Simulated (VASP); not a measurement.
All values below come from LDA (Ceperley-Alder, Perdew-Zunger), VASP's LDA PAW potentials (set 64) (plane waves; VASP 6.6.1). Each cell was relaxed at this level, without spin-orbit coupling.

Problem. Which of these comes out without a gap?
A. Be, P6_3/mmc (194)
B. BN, P6_3/mmc (194)
C. Be2C, Fm-3m (225)
D. AlN, P6_3mc (186)

Solution. A, Be, P6_3/mmc (194). The others have gaps of 1.20 eV (Be2C, Fm-3m (225)), 4.00 eV (BN, P6_3/mmc (194)), 4.39 eV (AlN, P6_3mc (186)).
